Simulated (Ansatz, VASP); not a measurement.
## HfPb in two plane-wave programs

Wanted: the spread between two codes on one cell, functional and k mesh. The cell is invented: As first built, before any earlier steps moved the atoms (in the runner's words): it takes the Pb structure with some of its atoms replaced by other elements, volume scaled by an estimate. It may not be a known or stable phase. The cell is taken from a series of VASP runs on this material, whose earlier steps may have relaxed, scaled or displaced it; both programs get it as it stands. Valence electrons are named where the data sets of a main pair hold unlike numbers.

Calculated with Ansatz 0.2.0; plane waves, with VASP 6.6.1 beside it; band structure at r2SCAN and electric field gradients at r2SCAN.

## (1) Set-up

The structure is tetragonal, space group P4/mmm (No. 123). The conventional cell has a = 3.289 Å, b = 3.289 Å, c = 4.288 Å, α = 90.00°, β = 90.00°, γ = 90.00°. Nearest to Pb lie 8 Hf at 3.16 Å and 4 Pb at 3.29 Å. Nearest to Hf lie 8 Pb at 3.16 Å and 4 Hf at 3.29 Å. As first built, before any earlier steps moved the atoms (in the runner's words): sites of the Pb structure (space group 225) filled with other elements, volume scaled by an estimate. Farther neighbours are not listed.

## (2) VASP: band structure, r2SCAN

A single point gives forces, pressure and levels at one fixed geometry, so differences don't come from the geometry; what else differs is listed under the comparison.

Lines of VASP's logs that name or quote its potential files are left out, and so is its time.

Input file INCAR:

```
SYSTEM = HfPb
PREC = Accurate
ENCUT = 400
EDIFF = 1E-06
NELM = 100
ISMEAR = 0
SIGMA = 0.05
LREAL = .FALSE.
ALGO = Normal
METAGGA = R2SCAN
LASPH = .TRUE.
LORBIT = 11
LWAVE = .FALSE.
LCHARG = .FALSE.
```

Input file POSCAR:

```
HfPb
1.0
    3.2891436265      0.0000000000      0.0000000000
    0.0000000000      3.2891436265      0.0000000000
    0.0000000000      0.0000000000      4.2878538950
Pb Hf
1 1
Direct
    0.0000000000      0.0000000000      0.0000000000
    0.5000000000      0.5000000000      0.5000000000
```

Input file KPOINTS:

```
Automatic mesh
0
Gamma
8 8 6
0 0 0
```

Input file KPOINTS_OPT:

```
Line mode
16
Line-mode
Reciprocal
  0.00000000   0.00000000   0.00000000 GAMMA
  0.00000000   0.50000000   0.00000000 X

  0.00000000   0.50000000   0.00000000 X
  0.50000000   0.50000000   0.00000000 M

  0.50000000   0.50000000   0.00000000 M
  0.00000000   0.00000000   0.00000000 GAMMA

  0.00000000   0.00000000   0.00000000 GAMMA
  0.00000000   0.00000000   0.50000000 Z

  0.00000000   0.00000000   0.50000000 Z
  0.00000000   0.50000000   0.50000000 R

  0.00000000   0.50000000   0.50000000 R
  0.50000000   0.50000000   0.50000000 A

  0.50000000   0.50000000   0.50000000 A
  0.00000000   0.00000000   0.50000000 Z

  0.00000000   0.50000000   0.00000000 X
  0.00000000   0.50000000   0.50000000 R

  0.50000000   0.50000000   0.00000000 M
  0.50000000   0.50000000   0.50000000 A
```

The projector-augmented-wave data sets are Pb_d and Hf_pv (PBE family, release 64).

Launch:

```sh
$ mpirun -np 1 vasp_std
```

Numbers of over 12 decimals in the logs are rounded to 6 here.

Output:

```text
[banner, memory and clock lines left out]
running    1 mpi-ranks, on    1 nodes
 distrk:  each k-point on    1 cores,    1 groups
 distr:  one band on    1 cores,    1 groups

 POSCAR found type information on POSCAR PbHf
 POSCAR found :  2 types and       2 ions
|                                                                             |
|               ----> ADVICE to this user running VASP <----                  |
|                                                                             |
|     You enforced a specific xc type in the INCAR file but a different       |
|     [... a line on the potential file left out ...]
|     I HOPE YOU KNOW WHAT YOU ARE DOING!                                     |
|                                                                             |

 LDA part: xc-table for (None), standard interpolation
 POSCAR, INCAR and KPOINTS ok, starting setup
 FFT: planning ... GRIDC
 FFT: planning ... GRID_SOFT
 FFT: planning ... GRID
 WAVECAR not read
 entering main loop
       N       E                     dE             d eps       ncg     rms          rms(c)
DAV:   1     0.605565915241E+02    0.60557E+02   -0.11725E+04  1920   0.143E+03
DAV:   2    -0.994932759421E+02   -0.16005E+03   -0.15798E+03  1976   0.368E+02
DAV:   3    -0.107608069811E+03   -0.81148E+01   -0.80614E+01  2728   0.823E+01
DAV:   4    -0.107744870554E+03   -0.13680E+00   -0.13677E+00  2176   0.122E+01
DAV:   5    -0.107750248106E+03   -0.53776E-02   -0.53774E-02  2904   0.219E+00    0.362E+01
DAV:   6    -0.101241969837E+03    0.65083E+01   -0.24451E+00  2432   0.240E+01    0.206E+01
DAV:   7    -0.101291762960E+03   -0.49793E-01   -0.61072E-01  2600   0.486E+00    0.465E+00
DAV:   8    -0.101289362376E+03    0.24006E-02   -0.65137E-02  2480   0.225E+00    0.692E-01
DAV:   9    -0.101287976796E+03    0.13856E-02   -0.67159E-03  2480   0.513E-01    0.221E-01
DAV:  10    -0.101288033647E+03   -0.56851E-04   -0.84739E-04  2296   0.271E-01    0.531E-02
DAV:  11    -0.101288049033E+03   -0.15386E-04   -0.40307E-05  2368   0.524E-02    0.207E-02
DAV:  12    -0.101288054109E+03   -0.50766E-05   -0.10642E-05  2384   0.363E-02    0.740E-03
DAV:  13    -0.101288053973E+03    0.13592E-06   -0.50944E-07  1248   0.968E-03
   1 F= -.10128805E+03 E0= -.10128735E+03  d E =-.140287E-02
 Start KPOINTS_OPT (optional k-point list driver)
k-point batch [1-60\144]
       N       E                     dE             ncg
DAV:   1    -0.271630059943E+04   -0.28689E+05     1920
DAV:   2    -0.125316194674E+05   -0.98153E+04     1976
DAV:   3    -0.130875955956E+05   -0.55598E+03     2672
DAV:   4    -0.130967735770E+05   -0.91780E+01     2280
DAV:   5    -0.130971392938E+05   -0.36572E+00     2832
DAV:   6    -0.130971548381E+05   -0.15544E-01     2640
DAV:   7    -0.130971549128E+05   -0.74726E-04     2776
DAV:   8    -0.130971549138E+05   -0.93996E-06     1808
[...]
k-point batch [121-144\144]
       N       E                     dE             ncg
DAV:   1     0.244645215257E+05   -0.21782E+05      776
DAV:   2     0.206831228867E+05   -0.37814E+04      800
DAV:   3     0.204857680931E+05   -0.19735E+03     1104
DAV:   4     0.204827415062E+05   -0.30266E+01      880
DAV:   5     0.204826319494E+05   -0.10956E+00     1208
DAV:   6     0.204826283040E+05   -0.36453E-02      984
DAV:   7     0.204826282835E+05   -0.20511E-04     1152
DAV:   8     0.204826282832E+05   -0.26550E-06      680
```

Parts of OUTCAR (step 2):

```text
ion  position               nearest neighbor table
   1  0.000  0.000  0.000-   2 3.16   2 3.16   2 3.16   2 3.16   2 3.16   2 3.16   2 3.16   2 3.16

  LATTYP: Found a simple tetragonal cell.
 ALAT       =     3.2891436265
 C/A-ratio  =     1.3036383880

 Subroutine GETGRP returns: Found 16 space group operations
 (whereof 16 operations were pure point group operations)

The static configuration has the point symmetry D_4h.

 Found     60 irreducible k-points:

   k-points           NKPTS =     60   k-points in BZ     NKDIM =     60   number of bands    NBANDS=     16

   dimension x,y,z NGX =    24 NGY =   24 NGZ =   28
   dimension x,y,z NGXF=    48 NGYF=   48 NGZF=   56

   ENCUT  =  400.0 eV  29.40 Ry    5.42 a.u.   5.36  5.36  6.99*2*pi/ulx,y,z

   NELECT =      24.0000    total number of electrons

 k-points in reciprocal lattice and weights: Automatic mesh
   0.00000000  0.00000000  0.00000000       0.003
   0.12500000  0.00000000  0.00000000       0.010
   0.25000000  0.00000000  0.00000000       0.010
   0.37500000  0.00000000  0.00000000       0.010
   0.50000000  0.00000000  0.00000000       0.005
   0.12500000  0.12500000  0.00000000       0.010
   0.25000000  0.12500000  0.00000000       0.021
   0.37500000  0.12500000  0.00000000       0.021
   0.50000000  0.12500000  0.00000000       0.010
[...]
0.50000000  0.37500000  0.50000000       0.010
   0.50000000  0.50000000  0.50000000       0.003

 average (electrostatic) potential at core
       1 -95.6682       2 -41.0471

 E-fermi :   7.8801

 k-point     1 :       0.0000    0.0000    0.0000
  band No.  band energies     occupation
    ...
      8      -9.6693      2.00000
      9      -4.6872      2.00000
     10       5.5531      2.00000
     11       6.2920      2.00000
     12       6.4135      2.00000
     13      10.6183      0.00000
     14      10.6183      0.00000
     15      11.7104      0.00000
     16      11.7107      0.00000

 k-point     2 :       0.1250    0.0000    0.0000
  band No.  band energies     occupation
    ...
      8      -9.6923      2.00000
      9      -4.4253      2.00000
     10       5.7833      2.00000
     11       6.1151      2.00000
     12       6.3706      2.00000
     13       9.4286      0.00000
     14      10.6315      0.00000
     15      10.8308      0.00000
     16      10.8548      0.00000

 k-point     3 :       0.2500    0.0000    0.0000
  band No.  band energies     occupation
    ...
      8      -9.7080      2.00000
      9      -3.6534      2.00000
     10       5.0316      2.00000
     11       5.6985      2.00000
     12       6.2455      2.00000
     13       8.9396      0.00000
     14       9.9051      0.00000
     15      10.6640      0.00000
     16      11.6233      0.00000

  Total       -0.0127508     -0.0127508     -0.0144831      0.0000000      0.0000000      0.0000000
  in kB       -0.4403933     -0.4403933     -0.5002257      0.0000000      0.0000000      0.0000000
  external PRESSURE =      -0.4603375 kB  Pullay stress =       0.0000000 kB

  energy-cutoff  :      400.00
  volume of cell :       46.39
      direct lattice vectors                 reciprocal lattice vectors
     3.289143627  0.000000000  0.000000000     0.304030506  0.000000000  0.000000000
     0.000000000  3.289143627  0.000000000     0.000000000  0.304030506  0.000000000
     0.000000000  0.000000000  4.287853895     0.000000000  0.000000000  0.233216902

 POSITION                                       TOTAL-FORCE (eV/Angst)
 -----------------------------------------------------------------------------------
      0.00000      0.00000      0.00000         0.000000      0.000000      0.000000
      1.64457      1.64457      2.14393         0.000000      0.000000      0.000000
 -----------------------------------------------------------------------------------
    total drift:                                0.000000      0.000000     -0.000000

  FREE ENERGIE OF THE ION-ELECTRON SYSTEM (eV)
  ---------------------------------------------------
  free  energy   TOTEN  =      -101.2880539733 eV

  energy  without entropy=     -101.2866510984  energy(sigma->0) =     -101.28735254

 total charge
# of ion       s       p       d       tot
------------------------------------------
    1        1.251   1.121   9.809  12.181
    2        0.320   6.275   1.548   8.144
--------------------------------------------------
tot          1.570   7.397  11.358  20.325

[... 3 further parts left out ...]
```

Spin-orbit coupling is off here; with elements this heavy it splits and shifts levels by tenths of an eV or more. Harder data sets than Hf_pv exist (the GW ones), and pressures, volumes and forces can shift noticeably with them.

## (3) Ansatz: band structure, r2SCAN

Ansatz runs on its default PAW (the set named soft_2) files.

The same cell, functional, mesh and smearing now go to Ansatz, which takes its cutoff from its data sets.

Input file input.yaml:

```yaml
crystal:
  lattice:
    - [3.2891436265, 0.0, 0.0]
    - [0.0, 3.2891436265, 0.0]
    - [0.0, 0.0, 4.287853895]
  atoms:
    - { symbol: Pb, position: [0.0, 0.0, 0.0] }
    - { symbol: Hf, position: [0.5, 0.5, 0.5] }
hamiltonian:
  xc: r2scan
  pseudopotentials: { kind: paw }
kpoints:
  mp_grid: { grid: [8, 8, 6] }
  band_path:
    path:
      - [0.0, 0.0, 0.0]
      - [0.0, 0.13333, 0.0]
      - [0.0, 0.3, 0.0]
      - [0.0, 0.46667, 0.0]
      - [0.1, 0.5, 0.0]
      - [0.26667, 0.5, 0.0]
      - [0.43333, 0.5, 0.0]
      - [0.43333, 0.43333, 0.0]
      - [0.26667, 0.26667, 0.0]
      - [0.1, 0.1, 0.0]
      - [0.0, 0.0, 0.03333]
      - [0.0, 0.0, 0.2]
      - [0.0, 0.0, 0.36667]
      - [0.0, 0.0, 0.5]
      - [0.0, 0.16667, 0.5]
      - [0.0, 0.3, 0.5]
      - [0.0, 0.46667, 0.5]
      - [0.1, 0.5, 0.5]
      - [0.26667, 0.5, 0.5]
      - [0.43333, 0.5, 0.5]
      - [0.43333, 0.43333, 0.5]
      - [0.26667, 0.26667, 0.5]
      - [0.1, 0.1, 0.5]
      - [0.0, 0.5, 0.03333]
      - [0.0, 0.5, 0.2]
      - [0.0, 0.5, 0.36667]
      - [0.5, 0.5, 0.0]
      - [0.5, 0.5, 0.16667]
      - [0.5, 0.5, 0.33333]
      - [0.5, 0.5, 0.5]
    npoints: 1
scf:
  occupations: { method: gaussian, width: 0.05 }
  n_extra_bands: 7
output:
  forces: true
  stress: true
  eigenvalues: true
```

Launch:

```sh
$ ansatz run input.yaml --threads 2 --pin off --max-ram 4608MiB --backend cpu --events-out ev --progress --plain --runs-dir out
```

Output:

```text
scf.n_extra_bands = 7 over 20 filled bands (N_el = 40.0): the run solves 27 bands
Engine: ansatz 0.2.0, x86_64-unknown-linux-gnu
Pseudopotentials: kind: paw
Pseudopotential: Pb, paw, valence charge 14, recommended cutoff 500 eV (meta_gga), Pb.paw.azcp
Pseudopotential: Hf, paw, valence charge 26, recommended cutoff 500 eV (meta_gga), Hf.paw.azcp
Functional definition: r2SCAN
  parameter k0 = 0.174
  parameter k1 = 0.065
  parameter a1 = 4.9479
  exchange = r2scan_x(k0 = k0, k1 = k1, a1 = a1)
  correlation = r2scan_c
Crystal: 2 atoms, lattice volume = 46.388 Å³
Basis set: ecut = 500 eV, 1171 PW (Γ), exchange–correlation on 96×96×128 points (64 copies of the dense FFT grid, shifted against one another)
Bands: 27, of which v1, the nominal top of the filled ones, is band 20 counted from 1 (19 counted from 0)
Symmetry: 16 space group operations
Space group: P4/mmm (ITA 123), of the structure as read, at distance tolerance 3.6e-5 Å
k-points: 60 of 384
Non-local potential: Pb, projectors of the file, l = 0: 2, l = 1: 2, l = 2: 2, l = 3: 2
Non-local potential: Hf, projectors of the file, l = 0: 3, l = 1: 2, l = 2: 2, l = 3: 3
PAW form: soft (Blöchl's): semilocal exchange-correlation on the pseudo side does not see the compensation charge
PAW frozen core: Pb, regenerated for the run's functional (the file was generated under x = pbe(κ = 0.804, μ = 0.219515), c = pbe(β = 0.066725))
PAW frozen core: Hf, regenerated for the run's functional (the file was generated under x = pbe(κ = 0.804, μ = 0.219515), c = pbe(β = 0.066725))
PAW one-centre angular grid: Pb, 590 points (default); XC on 160 Gauss nodes
PAW one-centre angular grid: Hf, 974 points (default); XC on 160 Gauss nodes
Initial density: superposition of atomic densities (neutral atoms: chi_scale 0, normalization atom), corrected by the library's trained network
Initial wavefunctions: pseudopotential atomic-orbital guess
Functional: x = r2scan, c = r2scan; τ floored in thin density (d = 2e-4 eV/Å³)
SCF iter   1: F=—  HF=-27653.780836 eV  |F-HF|=—  |Δ(HF+E_count)|=         —  Δρ=7.92e-3  dr2=2.00e-2  dr2_τ=3.29e-2  ethr=1.77e-3  ⟨swp⟩=5.8  Hψ=6581  notcnv=0  defer=5
preconditioner: auto → Kerker (q_TF=auto, 2.662 Å⁻¹)  [metal: Δε(μ)=0.022 eV  Ē_g=20.087 eV  σ=0.050 eV  W_gap=0.24  n_scr=14 (ndim 8)  ℏωp=33.6 eV  f_vac=0.000  D(μ)=1.06/eV (n_scr^D=6)]
SCF iter   2: F=—  HF=-27653.795059 eV  |F-HF|=—  |Δ(HF+E_count)|=   1.42e-2  Δρ=4.08e-3  dr2=8.70e-3  dr2_τ=8.21e-4  ethr=4.99e-5  ⟨swp⟩=2.1  Hψ=3611  notcnv=0  defer=117
SCF iter   3: F=—  HF=-27653.794278 eV  |F-HF|=—  |Δ(HF+E_count)|=   7.81e-4  Δρ=2.70e-3  dr2=3.54e-3  dr2_τ=1.37e-4  ethr=2.18e-5  ⟨swp⟩=2.0  Hψ=1985  notcnv=0  defer=117
SCF iter   4: F=—  HF=-27653.794571 eV  |F-HF|=—  |Δ(HF+E_count)|=   2.93e-4  Δρ=9.52e-4  dr2=5.39e-4  dr2_τ=2.59e-5  ethr=8.84e-6  ⟨swp⟩=2.5  Hψ=2553  notcnv=0  defer=117
SCF iter   5: F=—  HF=-27653.794683 eV  |F-HF|=—  |Δ(HF+E_count)|=   1.12e-4  Δρ=1.99e-4  dr2=2.48e-5  dr2_τ=6.69e-7  ethr=1.35e-6  ⟨swp⟩=2.7  Hψ=2559  notcnv=0  defer=117
SCF iter   6: F=—  HF=-27653.794697 eV  |F-HF|=—  |Δ(HF+E_count)|=   1.42e-5  Δρ=5.02e-5  dr2=1.33e-6  dr2_τ=2.62e-8  ethr=6.21e-8  ⟨swp⟩=2.0  Hψ=2452  notcnv=0  defer=117
SCF iter   7: F=—  HF=-27653.794698 eV  |F-HF|=—  |Δ(HF+E_count)|=   6.93e-7  Δρ=1.59e-5  dr2=1.53e-7  dr2_τ=2.85e-9  ethr=3.33e-9  ⟨swp⟩=2.0  Hψ=2504  notcnv=0  defer=117
SCF iter   8: F=-27653.794698 eV  HF=-27653.794698 eV  |F-HF|=3.60e-10  |Δ(HF+E_count)|=   8.01e-8  Δρ=2.97e-6  dr2=4.45e-9  dr2_τ=1.59e-10  ethr=2.50e-10  ⟨swp⟩=9.9  Hψ=7524  notcnv=0
SCF 1 converged in 8 iterations: F = -27653.794698 eV  dr2 = 4.45e-9
  greatest PAW one-centre occupation: 0.998 electrons in one spin orbital (limit 2), on the Hf atom at site 1 (counted from 0), in its partial waves of l = 3
NSCF: frozen V_eff on 30 k-points
SCF converged after 8 iterations
Free energy (F): -27653.794698 eV
Harris-Foulkes:  -27653.794698 eV  (|F-HF|=3.60e-10)
Internal energy: -27653.793315 eV  (E = F + TS)
E sigma→0 (E₀):  -27653.794006 eV
Entropy (-TS):   -0.001383 eV (-0.692 meV/atom)
Fermi energy:    17.503511 eV
--- Per-component energies (eV) ---
  E_band       = -18.519618
  E_kinetic    = 716.034883
  E_local      = -6475.998480  (includes V_loc(G=0)·N_el)
  E_nonlocal   = -898.874618
  E_hartree    = 2989.684450
  E_xc         = -490.340059
  E_vxc        = -437.495714  (∫ρ·V_xc dr)
  E_paw        = -17389.067581  (= ΣΔE_a)
  E_vpaw       = 1073.167919  (= ΣTr[D̂ρ^β])
  E_aug_tail   = 0.000019  (compensation charges beyond the density's cutoff)
  E_vtau       = 25.274128  (kinetic-family band-sum trace: ∫τ·v_τ [+ j·A + Jᵃ·Aᵃ] dr)
  E_ewald      = -6106.518953
  E_core_change = 1.287024  (= ΣΔE_core)
  E_smearing   = -0.001383  (= −TS)
  E_closure    = -0.000000  (closes the sum)
  Σ components = -27653.794698   (vs F -27653.794698, Δ=0.00e0)
--- Forces (eV/Å), atoms counted from 1 ---
  atom   1  Pb    -0.00000000     0.00000000     0.00000000
  atom   2  Hf     0.00000000    -0.00000000     0.00000000
  max |Σ_I F_I| component: 9.45e-29 eV/Å
--- Stress (GPa, compression-positive) ---
        0.331321       0.000000       0.000000
        0.000000       0.331321       0.000000
        0.000000       0.000000       0.418712
  P = ⅓ Tr σ = 0.3605 GPa (3.605 kbar)
--- Band table (eV; the first three rows and the last of 60) ---
  k-point 0: bands = [... 16 lower, 4.9442, 15.1706, 15.9346, 16.0140, 20.2438, 20.2438, 21.3367, 21.3367, ... 3 higher]
  k-point 1: bands = [... 16 lower, 5.1902, 13.3145, 16.0048, 17.1716, 19.3233, 19.3233, 21.6866, 22.6856, ... 3 higher]
  k-point 2: bands = [... 16 lower, 5.8062, 11.3295, 15.9864, 18.0421, 18.5035, 18.5035, 21.6514, 24.7306, ... 3 higher]
  k-point 59: bands = [... 16 lower, 11.0689, 13.3192, 13.3192, 13.6478, 19.5870, 20.5257, 20.8947, 20.8947, ... 3 higher]
```

Elapsed: 3.1 s, on 2 threads of Intel Xeon 6975P-C (Granite Rapids), shared host; peak memory 0.53 GiB; 5.8 s of CPU time.

The column dr2 measures how far the density is from self-consistency, as an energy; F and HF (Harris–Foulkes) agree once it is small.

## (4) Differences

Known differences besides the potentials themselves: VASP keeps PBE cores, Ansatz makes them for the functional; the data sets hold 40 valence electrons in Ansatz (on its default PAW (the set named soft_2) files) and 24 in VASP; the cutoff is 500 eV in Ansatz and 400 eV in VASP. Total energies have different zeros and are not compared.

The two programs side by side:

```csv
quantity,Ansatz,VASP,difference
pressure (GPa),0.36,-0.05,+0.41
```

Levels from 3 eV below to 2 eV above the Fermi level differ by 10 meV r.m.s. and 25 meV at most; each VASP level is matched to the nearest of Ansatz, which flatters the figure a little.

(Part 1 of 2 ends here.)

[Lines on the potential files, build, host, timing and source positions are cut from VASP's logs without a mark.]

[Logs are printed without paths, hosts, clocks, repeated set-up lines and the standing remarks that a program may print on its own settings, such as how far it seeks lower states.]

[Hosts, paths, dates, database ids (printed as entryN), source tags and the programs' standing remarks are cut or masked in the printed files.]
